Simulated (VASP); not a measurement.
Method: r2SCAN meta-GGA, VASP's PBE PAW potentials (set 64) (plane waves; VASP 6.6.1).

The input files of a VASP run:

KPOINTS:
```
Automatic mesh
0
Gamma
8 8 8
0 0 0
```

### POSCAR
```
Bi
1.0
  4.3176942490  -2.2679499491   0.0547484599
  4.3176942490   2.2679499491   0.0547484599
  3.0791413544   0.0000000000   3.7825872557
Bi
2
Cartesian
  2.7100807165  -0.0000000000   0.9004085016
  9.0044491359   0.0000000000   2.9916756739
```

### INCAR
```
ALGO=Normal
EDIFF=1E-7
ENCUT=520
ISIF=2
ISMEAR=-5
LASPH=T
LCHARG=F
LMAXMIX=4
LMIXTAU=T
LORBIT=11
LREAL=F
LWAVE=F
METAGGA=R2SCAN
NEDOS=601
NELM=100
PREC=Accurate
SYSTEM=Bi
```

### KPOINTS_OPT
```
k-points along high-symmetry lines
8
Line-mode
Reciprocal
  0.000000   0.000000   0.000000 ! GAMMA
 -0.500000  -0.500000  -0.500000 ! T

 -0.500000  -0.500000  -0.500000 ! T
 -0.240257  -0.759743  -0.500000 ! H_2

  0.240257  -0.500000  -0.240257 ! H_0
 -0.000000  -0.500000   0.000000 ! L

 -0.000000  -0.500000   0.000000 ! L
  0.000000   0.000000   0.000000 ! GAMMA

  0.000000   0.000000   0.000000 ! GAMMA
  0.370129  -0.370129   0.000000 ! S_0

 -0.000000  -0.629871  -0.370129 ! S_2
  0.000000  -0.500000  -0.500000 ! F

  0.000000  -0.500000  -0.500000 ! F
  0.000000   0.000000   0.000000 ! GAMMA
```

POTCAR, in this order: Bi_d (PBE.64 set). Program: vasp_std.

Output

**OSZICAR**
```
       N       E                     dE             d eps       ncg     rms          rms(c)
DAV:   1     0.187695030564E+03    0.18770E+03   -0.16886E+04  2470   0.192E+03
DAV:   2    -0.991146866648E+02   -0.28681E+03   -0.28281E+03  2473   0.464E+02
DAV:   3    -0.122986608431E+03   -0.23872E+02   -0.23601E+02  2891   0.160E+02
DAV:   4    -0.123854437669E+03   -0.86783E+00   -0.86664E+00  2812   0.332E+01
DAV:   5    -0.123897770137E+03   -0.43332E-01   -0.43333E-01  3355   0.650E+00    0.148E+00
DAV:   6    -0.117728952810E+03    0.61688E+01   -0.21427E+00  2689   0.261E+01    0.102E+00
DAV:   7    -0.116850871388E+03    0.87808E+00   -0.18376E-01  2485   0.556E+00    0.624E-01
DAV:   8    -0.117345800462E+03   -0.49493E+00   -0.18163E-01  2470   0.364E+00    0.141E-01
DAV:   9    -0.116918799221E+03    0.42700E+00   -0.12571E-01  2470   0.355E+00    0.122E-01
DAV:  10    -0.117002055156E+03   -0.83256E-01   -0.51015E-02  2476   0.166E+00    0.111E-01
DAV:  11    -0.116998497938E+03    0.35572E-02   -0.75671E-03  2561   0.100E+00    0.528E-02
DAV:  12    -0.117008092912E+03   -0.95950E-02   -0.83297E-03  2476   0.792E-01    0.400E-02
DAV:  13    -0.117007773280E+03    0.31963E-03   -0.34998E-04  2718   0.207E-01    0.467E-02
DAV:  14    -0.117008589486E+03   -0.81621E-03   -0.24829E-04  2503   0.218E-01    0.198E-02
DAV:  15    -0.117009540256E+03   -0.95077E-03   -0.28230E-04  2482   0.196E-01    0.244E-03
DAV:  16    -0.117009616466E+03   -0.76210E-04   -0.14370E-05  3302   0.368E-02    0.224E-03
DAV:  17    -0.117009617171E+03   -0.70454E-06   -0.66439E-07  2444   0.626E-03    0.282E-03
DAV:  18    -0.117009652831E+03   -0.35660E-04   -0.10169E-05  2470   0.261E-02    0.134E-03
DAV:  19    -0.117009658476E+03   -0.56453E-05   -0.37521E-06  2490   0.165E-02    0.573E-04
DAV:  20    -0.117009658519E+03   -0.43236E-07   -0.24796E-07  2142   0.386E-03
   1 F= -.11700966E+03 E0= -.11700966E+03  d E =0.000000E+00
       N       E                     dE             ncg
```

**OUTCAR**
```
------------------------ aborting loop because EDIFF is reached ----------------------------------------
  FORCE on cell =-STRESS in cart. coord.  units (eV):
  Direction    XX          YY          ZZ          XY          YZ          ZX
  --------------------------------------------------------------------------------------
  Total        0.0440754      0.0236513      0.0259058      0.0000000      0.0000000      0.0067858
  in kB        0.9631820      0.5168534      0.5661220      0.0000000      0.0000000      0.1482900
  external PRESSURE =       0.6820524 kB  Pullay stress =       0.0000000 kB
  volume of cell :       73.32
      direct lattice vectors                 reciprocal lattice vectors
     4.317694249 -2.267949949  0.054748460     0.117010321 -0.220463419 -0.095249969
     4.317694249  2.267949949  0.054748460     0.117010321  0.220463419 -0.095249969
     3.079141354  0.000000000  3.782587256    -0.003387171  0.000000000  0.267126575
 POSITION                                       TOTAL-FORCE (eV/Angst)
 -----------------------------------------------------------------------------------
      2.71008      0.00000      0.90041         0.036053      0.000000      0.011978
      9.00445      0.00000      2.99168        -0.036053      0.000000     -0.011978
 -----------------------------------------------------------------------------------
    total drift:                                0.000000      0.000000     -0.000000
  FREE ENERGIE OF THE ION-ELECTRON SYSTEM (eV)
  ---------------------------------------------------
  free  energy   TOTEN  =      -117.0096585194 eV

  energy  without entropy=     -117.0096585194  energy(sigma->0) =     -117.00965852

 total charge

# of ion       s       p       d       tot
------------------------------------------
    1        1.491   1.379   9.898  12.767
    2        1.491   1.379   9.898  12.767
--------------------------------------------------
tot          2.982   2.758  19.795  25.535
```
(Selected blocks of OUTCAR.)

File OUTCAR:
```
 val. band max:        5.8262005247   @ k =   0.3750   0.2500   0.2500

 cond. band min:       5.7407267583   @ k =   0.5000   0.0000   0.0000


 Fermi energy:         5.8018987210

 k-point     1 :       0.0000    0.0000    0.0000
  band No.  band energies     occupation
      1     -17.7857      2.00000
      2     -17.7857      2.00000
      3     -17.6301      2.00000
      4     -17.6301      2.00000
      5     -17.6070      2.00000
      6     -17.4366      2.00000
      7     -17.4254      2.00000
      8     -17.4254      2.00000
      9     -17.3031      2.00000
     10     -17.3031      2.00000
     11      -7.6896      2.00000
     12      -1.9704      2.00000
     13       4.1102      2.00000
     14       4.5933      2.00000
     15       4.5933      2.00000
     16       8.1325      0.00000
     17       8.7452      0.00000
     18       8.7452      0.00000
     19      11.9895      0.00000

 k-point     2 :       0.1250    0.0000    0.0000
  band No.  band energies     occupation
      1     -17.7763      2.00000
      2     -17.7713      2.00000
      3     -17.6259      2.00000
      4     -17.6209      2.00000
      5     -17.5998      2.00000
      6     -17.4441      2.00000
      7     -17.4330      2.00000
      8     -17.4292      2.00000
      9     -17.3190      2.00000
     10     -17.3130      2.00000
     11      -7.5388      2.00000
     12      -2.2952      2.00000
     13       4.1886      2.00000
     14       4.5204      2.00000
     15       4.5470      2.00000
     16       7.9613      0.00000
     17       8.2303      0.00000
     18       8.4806      0.00000
     19      11.4015      0.00000

 k-point     3 :       0.2500    0.0000    0.0000
  band No.  band energies     occupation
      1     -17.7514      2.00000
      2     -17.7305      2.00000
      3     -17.6172      2.00000
      4     -17.5956      2.00000
      5     -17.5770      2.00000
      6     -17.4698      2.00000
      7     -17.4544      2.00000
...
```

For a metal the tetrahedron method with Blöchl corrections gives inexact stress and forces. Unless said otherwise, spin-orbit coupling is left out, though it shifts the bands of the heavy elements here.

The compound is Bi in the a7 structure. It was relaxed first.
